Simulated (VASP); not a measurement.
A VASP calculation is set up with these files.

### INCAR
```
ALGO=Normal
EDIFF=1E-6
EDIFFG=-0.02
ENCUT=520
GGA=PS
IBRION=2
ISIF=3
ISMEAR=0
LASPH=.True.
LCHARG=.False.
LREAL=.False.
LWAVE=.False.
NELM=100
NSW=60
PREC=Accurate
SIGMA=0.05
SYSTEM=C
```

### POSCAR
```
C
1
    1.2307166190    -2.1316632198    -0.0000000000
    1.2307166190     2.1316632198     0.0000000000
    0.0000000000     0.0000000000     7.1929605618
C
4
Direct
  0.0000000000   0.0000000000   0.2500000000
  0.0000000000   0.0000000000   0.7500000000
  0.3333330000   0.6666670000   0.2500000000
  0.6666670000   0.3333330000   0.7500000000
```

File KPOINTS:
```
K-points
0
Gamma
9 9 3
```

POTCAR, in this order: C (PBE.64 set). Program: vasp_std.

Write an equivalent input for Quantum ESPRESSO's pw.x.

One equivalent input (not run):
```
&CONTROL
  calculation = 'vc-relax'
  pseudo_dir = './pseudo'
  outdir = './out'
  tprnfor = .true.
  tstress = .true.
  nstep = 60
  forc_conv_thr = 0.00078
/
&SYSTEM
  ibrav = 0
  nat = 4
  ntyp = 1
  ecutwfc = 82
  occupations = 'smearing'
  smearing = 'gaussian'
  degauss = 0.003675
  input_dft = 'pbesol'
/
&ELECTRONS
  conv_thr = 7.3e-08
  electron_maxstep = 100
/
&IONS
/
&CELL
/
ATOMIC_SPECIES
  C 12.011 C.upf
CELL_PARAMETERS angstrom
     1.2307166   -2.1316632   -0.0000000
     1.2307166    2.1316632    0.0000000
     0.0000000    0.0000000    7.1929606
ATOMIC_POSITIONS crystal
  C    0.0000000  0.0000000  0.2500000
  C    0.0000000  0.0000000  0.7500000
  C    0.3333330  0.6666670  0.2500000
  C    0.6666670  0.3333330  0.7500000
K_POINTS automatic
  9 9 3 0 0 0
```
The two are equivalent in intent, not identical: the potentials are each code's own (VASP's PAW set, PseudoDojo norm-conserving files in pw.x), so ENCUT and ecutwfc are chosen apart and not converted; conv_thr bounds pw.x's estimated SCF error, while EDIFF bounds the energy change between steps; forc_conv_thr acts on force components and is met together with etot_conv_thr.

The compound is C in the graphite structure. It was relaxed first, which changed the volume by +7 %. The k-mesh is coarse (spacing up to 0.33 per Å, 2π included), so the numbers may not be converged in it. The start is the result of an earlier pass.
